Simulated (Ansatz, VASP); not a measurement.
# Cross-check of TaN between VASP and Ansatz, part 2 of 3

One calculation is typed for both programs; each brings its own data sets. How far apart do they land? The cell is taken from a series of runs on this material, whose earlier steps may have relaxed, scaled, displaced or heated it; both programs get it as it stands.

VASP 6.6.1 and Ansatz 0.2.0.

So far: Starting point; Ansatz: zone-centre phonons, LDA.

## (3) VASP: zone-centre phonons, LDA

Level of this step: LDA; plane waves and PAW (N, Ta_pv) (VASP).

The same cell, functional (in two slightly different forms), mesh and smearing now go to VASP, with its own data sets.

Lines of VASP's logs that name or quote its potential files are left out, and so is its time.

INCAR reads:

```
SYSTEM = TaN
PREC = Accurate
ENCUT = 600
EDIFF = 1E-08
NELM = 120
ISMEAR = 1
SIGMA = 0.2
LREAL = .FALSE.
ALGO = Normal
GGA = CA
NBANDS = 30
LASPH = .TRUE.
LORBIT = 11
LWAVE = .FALSE.
LCHARG = .FALSE.
ISIF = 2
IBRION = 8
GGA_COMPAT = .FALSE.
KPAR = 2
```

POSCAR reads:

```
TaN
1.0
    5.1105328898      0.0000000000      0.0000000000
   -2.5552664449      4.4258513094      0.0000000000
    0.0000000000      0.0000000000      2.8596232972
N Ta
3 3
Direct
    0.3943728725      0.0000000000      0.0000000000
    0.6056271275      0.6056271275      0.0000000000
    0.0000000000      0.3943728725      0.0000000000
    0.3333333333      0.6666666667      0.5000000000
    0.6666666667      0.3333333333      0.5000000000
    0.0000000000      0.0000000000      0.0000000000
```

KPOINTS reads:

```
Automatic mesh
0
Gamma
9 9 12
0 0 0
```

Potentials, in the order of the species: N and Ta_pv (LDA family, release 64).

Launch:

```
$ mpirun -np 2 vasp_std
```

What it wrote:

```text
[banner, memory and clock lines left out]
running    2 mpi-ranks, on    1 nodes
 distrk:  each k-point on    1 cores,    2 groups
 distr:  one band on    1 cores,    1 groups

 POSCAR found type information on POSCAR N Ta
 POSCAR found :  2 types and       6 ions
 LDA part: xc-table for (Slater(with rela. corr.)+CA(PZ))
 , standard interpolation
 POSCAR, INCAR and KPOINTS ok, starting setup
 FFT: planning ... GRIDC
 FFT: planning ... GRID_SOFT
 FFT: planning ... GRID
 WAVECAR not read
 entering main loop
       N       E                     dE             d eps       ncg     rms          rms(c)
DAV:   1     0.478242906301E+03    0.47824E+03   -0.29001E+04  5040   0.188E+03
DAV:   2    -0.530830266371E+02   -0.53133E+03   -0.51317E+03  5804   0.509E+02
DAV:   3    -0.833597572413E+02   -0.30277E+02   -0.29836E+02  6120   0.113E+02
DAV:   4    -0.839641846178E+02   -0.60443E+00   -0.59986E+00  6242   0.152E+01
DAV:   5    -0.839777510864E+02   -0.13566E-01   -0.13551E-01  6248   0.183E+00    0.478E+01
DAV:   6    -0.744399280473E+02    0.95378E+01   -0.56043E+01  6074   0.411E+01    0.208E+01
DAV:   7    -0.741869614353E+02    0.25297E+00   -0.25477E+00  6050   0.904E+00    0.111E+01
DAV:   8    -0.741094376588E+02    0.77524E-01   -0.29026E-01  6144   0.367E+00    0.941E-01
DAV:   9    -0.740982157438E+02    0.11222E-01   -0.36340E-02  6458   0.157E+00    0.362E-01
DAV:  10    -0.740976286695E+02    0.58707E-03   -0.10943E-02  6100   0.530E-01    0.141E-01
DAV:  11    -0.740973584872E+02    0.27018E-03   -0.27026E-03  6222   0.313E-01    0.477E-02
DAV:  12    -0.740973288276E+02    0.29660E-04   -0.20352E-04  6094   0.835E-02    0.138E-02
DAV:  13    -0.740973294178E+02   -0.59024E-06   -0.11233E-05  6684   0.200E-02    0.384E-03
DAV:  14    -0.740973293775E+02    0.40322E-07   -0.79927E-07  6522   0.597E-03    0.127E-03
DAV:  15    -0.740973293659E+02    0.11549E-07   -0.50737E-08  5516   0.164E-03    0.334E-04
DAV:  16    -0.740973293655E+02    0.39108E-09   -0.10672E-08  4014   0.636E-04
   1 F= -.74097329E+02 E0= -.74098351E+02  d E =0.306378E-02
 Linear response reoptimize wavefunctions to high precision
DAV:   1    -0.740973293657E+02   -0.14370E-09   -0.16490E-09  4014   0.258E-04
DAV:   2    -0.740973293657E+02    0.90949E-11   -0.38784E-10  3924   0.106E-04
 Linear response DOF=           7
 Linear response progress:
  Degree of freedom:   1/  7
       N       E                     dE             d eps       ncg     rms          rms(c)
RMM:   1    -0.251205758632E+00   -0.25121E+00    0.12258E-01 21553   0.243E+00
RMM:   2    -0.243049204509E+00    0.81566E-02   -0.13626E-02 17417   0.491E-01    0.396E-01
RMM:   3    -0.243975760074E+00   -0.92656E-03   -0.31849E-03 18134   0.221E-01    0.237E-01
RMM:   4    -0.245165563730E+00   -0.11898E-02   -0.74146E-04 17205   0.117E-01    0.682E-02
RMM:   5    -0.245485600377E+00   -0.32004E-03   -0.11531E-04 19099   0.431E-02    0.265E-02
RMM:   6    -0.245477061337E+00    0.85390E-05   -0.18670E-05 19672   0.167E-02    0.508E-03
RMM:   7    -0.245449235157E+00    0.27826E-04   -0.24946E-06 17914   0.605E-03    0.116E-03
RMM:   8    -0.245447281527E+00    0.19536E-05   -0.34291E-08 21013   0.202E-03    0.543E-04
RMM:   9    -0.245448627783E+00   -0.13463E-05   -0.52278E-07 19442   0.609E-04    0.227E-04
RMM:  10    -0.245448109138E+00    0.51864E-06    0.19771E-07 19640   0.279E-04    0.810E-05
RMM:  11    -0.245448368387E+00   -0.25925E-06   -0.93340E-08 20473   0.150E-04    0.248E-05
RMM:  12    -0.245448412785E+00   -0.44398E-07    0.69844E-08 20430   0.884E-05    0.644E-06
RMM:  13    -0.245448423631E+00   -0.10847E-07   -0.11383E-09 21000   0.659E-05    0.261E-06
RMM:  14    -0.245448421113E+00    0.25187E-08    0.69831E-09 20666   0.595E-05    0.116E-06
 first order change of Fermi-energy   0.51995E-02
 force on displaced ion       1 direction 1 : -22.587   0.000   0.000
 Linear response progress:
  Degree of freedom:   2/  7
       N       E                     dE             d eps       ncg     rms          rms(c)
RMM:   1    -0.249488259756E+00   -0.24949E+00    0.15351E-01 35534   0.244E+00
RMM:   2    -0.242502029704E+00    0.69862E-02   -0.17002E-02 28830   0.530E-01    0.431E-01
RMM:   3    -0.243257716368E+00   -0.75569E-03   -0.34854E-03 29991   0.242E-01    0.267E-01
RMM:   4    -0.244333812674E+00   -0.10761E-02   -0.78441E-04 27826   0.124E-01    0.854E-02
RMM:   5    -0.244790051626E+00   -0.45624E-03   -0.14300E-04 32019   0.499E-02    0.220E-02
RMM:   6    -0.244749729056E+00    0.40323E-04   -0.18253E-05 30716   0.186E-02    0.252E-03
RMM:   7    -0.244745080000E+00    0.46491E-05   -0.26487E-06 30688   0.627E-03    0.994E-04
RMM:   8    -0.244737518826E+00    0.75612E-05   -0.32290E-07 32818   0.231E-03    0.250E-04
RMM:   9    -0.244739149050E+00   -0.16302E-05   -0.85272E-08 32518   0.687E-04    0.154E-04
RMM:  10    -0.244738790686E+00    0.35836E-06    0.76144E-08 33637   0.288E-04    0.510E-05
[...]
RMM:  13    -0.230202916679E+00    0.76238E-08   -0.13982E-08 33365   0.680E-05    0.406E-06
 first order change of Fermi-energy  -0.11650E-03
 force on displaced ion       1 direction 3 :   0.001   0.000 -19.515
 Linear response progress:
  Degree of freedom:   4/  7
       N       E                     dE             d eps       ncg     rms          rms(c)
[...]
RMM:  19    -0.203215599894E+00   -0.26872E-07   -0.19070E-07 35672   0.909E-05    0.338E-07
RMM:  20    -0.203215585316E+00    0.14578E-07    0.58639E-08 37234   0.893E-05    0.199E-07
RMM:  21    -0.203215598921E+00   -0.13605E-07   -0.85158E-08 34101   0.880E-05    0.166E-07
RMM:  22    -0.203215589462E+00    0.94585E-08    0.48269E-08 34035   0.873E-05    0.112E-07
 first order change of Fermi-energy  -0.43363E-03
 force on displaced ion       4 direction 1 : -30.955  -0.003   0.000
 Linear response progress:
  Degree of freedom:   5/  7
       N       E                     dE             d eps       ncg     rms          rms(c)
RMM:   1    -0.140670194391E+00   -0.14067E+00    0.10348E+01 10776   0.193E+01
RMM:   2    -0.166688074287E+00   -0.26018E-01   -0.39864E-02 17104   0.122E+00    0.138E-01
RMM:   3    -0.166125425350E+00    0.56265E-03   -0.70578E-03 18713   0.312E-01    0.751E-02
RMM:   4    -0.165585088276E+00    0.54034E-03   -0.91618E-04 21498   0.118E-01    0.269E-02
RMM:   5    -0.165410600244E+00    0.17449E-03   -0.78107E-05 20601   0.283E-02    0.716E-03
RMM:   6    -0.165365728492E+00    0.44872E-04   -0.35690E-05 21017   0.107E-02    0.127E-03
RMM:   7    -0.165365135042E+00    0.59345E-06   -0.21884E-05 20808   0.421E-03    0.490E-04
RMM:   8    -0.165365427679E+00   -0.29264E-06   -0.15868E-05 21140   0.189E-03    0.153E-04
RMM:   9    -0.165366064244E+00   -0.63657E-06   -0.87836E-06 22324   0.965E-04    0.702E-05
RMM:  10    -0.165366616022E+00   -0.55178E-06   -0.62624E-06 19836   0.575E-04    0.236E-05
RMM:  11    -0.165366709450E+00   -0.93428E-07   -0.34828E-06 21497   0.366E-04    0.149E-05
RMM:  12    -0.165366740047E+00   -0.30596E-07   -0.26941E-06 21322   0.246E-04    0.676E-06
RMM:  13    -0.165366762922E+00   -0.22876E-07   -0.15043E-06 21066   0.194E-04    0.282E-06
RMM:  14    -0.165366762221E+00    0.70168E-09   -0.11558E-06 23020   0.151E-04    0.169E-06
RMM:  15    -0.165366757640E+00    0.45801E-08   -0.62000E-07 22265   0.130E-04    0.135E-06
RMM:  16    -0.165366739761E+00    0.17880E-07   -0.46385E-07 21777   0.115E-04    0.188E-06
RMM:  17    -0.165366735633E+00    0.41276E-08   -0.25110E-07 21240   0.106E-04    0.194E-06
RMM:  18    -0.165366722532E+00    0.13101E-07   -0.19322E-07 22332   0.100E-04    0.469E-06
RMM:  19    -0.165366722951E+00   -0.41933E-09   -0.10117E-07 21001   0.957E-05    0.443E-06
RMM:  20    -0.165366730465E+00   -0.75136E-08   -0.96678E-08 22587   0.933E-05    0.352E-06
 first order change of Fermi-energy   0.20161E-03
 force on displaced ion       4 direction 3 :   0.000   0.000 -26.135
 Linear response progress:
  Degree of freedom:   6/  7
       N       E                     dE             d eps       ncg     rms          rms(c)
RMM:   1    -0.176983912045E+00   -0.17698E+00    0.10734E+01 10843   0.184E+01
RMM:   2    -0.208956631218E+00   -0.31973E-01   -0.52831E-02 16857   0.126E+00    0.302E-01
RMM:   3    -0.208642696855E+00    0.31393E-03   -0.90904E-03 18859   0.291E-01    0.178E-01
RMM:   4    -0.208248906858E+00    0.39379E-03   -0.93471E-04 19374   0.127E-01    0.647E-02
RMM:   5    -0.208130935623E+00    0.11797E-03   -0.13461E-04 20388   0.420E-02    0.255E-02
RMM:   6    -0.208082290478E+00    0.48645E-04   -0.41346E-05 20690   0.179E-02    0.458E-03
RMM:   7    -0.208079412132E+00    0.28783E-05   -0.12997E-05 20099   0.102E-02    0.219E-03
RMM:   8    -0.208079401421E+00    0.10711E-07   -0.59677E-07 19871   0.497E-03    0.693E-04
RMM:   9    -0.208082020762E+00   -0.26193E-05   -0.46065E-07 20756   0.219E-03    0.397E-04
RMM:  10    -0.208082973731E+00   -0.95297E-06   -0.12958E-07 19849   0.136E-03    0.232E-04
RMM:  11    -0.208083467588E+00   -0.49386E-06   -0.61230E-07 20585   0.677E-04    0.124E-04
RMM:  12    -0.208083692752E+00   -0.22516E-06   -0.68238E-07 20539   0.481E-04    0.230E-05
RMM:  13    -0.208083753203E+00   -0.60451E-07   -0.54775E-09 21724   0.294E-04    0.126E-05
RMM:  14    -0.208083955686E+00   -0.20248E-06   -0.42606E-07 21154   0.219E-04    0.838E-06
[...]
RMM:  30    -0.208084025302E+00   -0.11578E-10   -0.15040E-07 20226   0.881E-05    0.342E-07
RMM:  31    -0.208084026548E+00   -0.12461E-08   -0.16550E-07 20222   0.880E-05    0.248E-07
RMM:  32    -0.208084026600E+00   -0.52413E-10   -0.16877E-07 20214   0.880E-05    0.270E-07
RMM:  33    -0.208084028235E+00   -0.16345E-08   -0.18300E-07 20141   0.880E-05    0.188E-07
RMM:  34    -0.208084028728E+00   -0.49271E-09   -0.18807E-07 20130   0.879E-05    0.259E-07
RMM:  35    -0.208084030065E+00   -0.13370E-08   -0.20431E-07 20166   0.879E-05    0.149E-07
RMM:  36    -0.208084030360E+00   -0.29544E-09   -0.21153E-07 20149   0.879E-05    0.191E-07
RMM:  37    -0.208084031408E+00   -0.10480E-08   -0.22836E-07 20201   0.879E-05    0.855E-08
 first order change of Fermi-energy  -0.40209E-03
 force on displaced ion       6 direction 1 : -30.860  -0.000   0.000
 Linear response progress:
  Degree of freedom:   7/  7
       N       E                     dE             d eps       ncg     rms          rms(c)
RMM:   1    -0.124993281094E+00   -0.12499E+00    0.12933E+01  8097   0.165E+01
RMM:   2    -0.150609117249E+00   -0.25616E-01   -0.34543E-02 11200   0.101E+00    0.143E-01
RMM:   3    -0.149341440109E+00    0.12677E-02   -0.47584E-03 12646   0.248E-01    0.700E-02
RMM:   4    -0.148489250739E+00    0.85219E-03   -0.72398E-04 13734   0.105E-01    0.318E-02
RMM:   5    -0.148130109186E+00    0.35914E-03   -0.58080E-05 14438   0.300E-02    0.340E-03
RMM:   6    -0.148156106465E+00   -0.25997E-04   -0.81350E-06 13521   0.939E-03    0.113E-03
RMM:   7    -0.148159626331E+00   -0.35199E-05   -0.64980E-07 14846   0.332E-03    0.586E-04
RMM:   8    -0.148164019455E+00   -0.43931E-05   -0.81736E-07 14218   0.127E-03    0.103E-04
RMM:   9    -0.148164248596E+00   -0.22914E-06   -0.37793E-07 15084   0.635E-04    0.459E-05
RMM:  10    -0.148164617333E+00   -0.36874E-06   -0.28185E-07 14759   0.364E-04    0.161E-05
RMM:  11    -0.148164743789E+00   -0.12646E-06   -0.13576E-07 14688   0.244E-04    0.989E-06
RMM:  12    -0.148164809114E+00   -0.65325E-07   -0.88118E-08 15047   0.174E-04    0.594E-06
RMM:  13    -0.148164866177E+00   -0.57063E-07   -0.40342E-08 15505   0.134E-04    0.145E-06
RMM:  14    -0.148164869862E+00   -0.36858E-08   -0.26720E-08 14650   0.110E-04    0.154E-06
 first order change of Fermi-energy   0.53742E-03
 force on displaced ion       6 direction 3 :  -0.000   0.000 -12.196
 Linear response finished
```

(Part 2 of 3 ends here.)

[Lines on the potential files, build, host, timing and source positions are cut from VASP's logs without a mark.]

[Logs are printed without paths, hosts, clocks, repeated set-up lines and the standing remarks that a program may print on its own settings, such as how far it seeks lower states.]

[Hosts, paths, dates, database ids (printed as entryN), source tags and the programs' standing remarks are cut or masked in the printed files.]
